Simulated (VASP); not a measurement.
All values below come from PBEsol GGA with spin-orbit coupling, VASP's PBE PAW potentials (set 64) (plane waves; VASP).

VASP ran on this input.

**KPOINTS**
```
K-points
0
Gamma
  9 9 9
0 0 0
```

**INCAR**
```
! general
SYSTEM     = YN
PREC       = Accurate
ENCUT      = 520
LREAL      = .False.
LASPH      = .True.

! electronic loop
EDIFF      = 1E-6
NELM       = 100
ALGO       = Normal
LMAXMIX    = 4

! smearing
ISMEAR     = 0
SIGMA      = 0.05

! functional
GGA        = PS
GGA_COMPAT = .False.

! spin
MAGMOM     = 0 0 0 0 0 0
LSORBIT    = .True.

! output
LWAVE      = .False.
LCHARG     = .False.
```

POSCAR:
```
YN
1
    0.0000000000     2.4277562656     2.4277562656
    2.4277562656    -0.0000000000     2.4277562656
    2.4277562656     2.4277562656     0.0000000000
Y N
1 1
Direct
  0.0000000000   0.0000000000   0.0000000000
  0.5000000000   0.5000000000   0.5000000000
```

**KPOINTS_OPT**
```
k-points along high-symmetry lines
8
Line-mode
Reciprocal
  0.000000   0.000000   0.000000 ! GAMMA
  0.500000   0.000000   0.500000 ! X

  0.500000   0.000000   0.500000 ! X
  0.625000   0.250000   0.625000 ! U

  0.375000   0.375000   0.750000 ! K
  0.000000   0.000000   0.000000 ! GAMMA

  0.000000   0.000000   0.000000 ! GAMMA
  0.500000   0.500000   0.500000 ! L

  0.500000   0.500000   0.500000 ! L
  0.500000   0.250000   0.750000 ! W

  0.500000   0.250000   0.750000 ! W
  0.500000   0.000000   0.500000 ! X
```

POTCAR, in this order: Y_sv N (PBE.64 set). Program: vasp_ncl.

Task: What will the output report for the number of irreducible k-points (NKPTS), number of bands (NBANDS), largest plane-wave count, number of space-group operations, FFT grid (NGX, NGY, NGZ)?

Result: 
| Quantity | Result |
|---|---|
| number of irreducible k-points (NKPTS) | 35 |
| number of bands (NBANDS) | 24 |
| largest plane-wave count | 1568 |
| number of space-group operations | 48 |
| FFT grid (NGX, NGY, NGZ) | 28 × 28 × 28 |

The compound is YN in the rock salt structure. It was relaxed first.
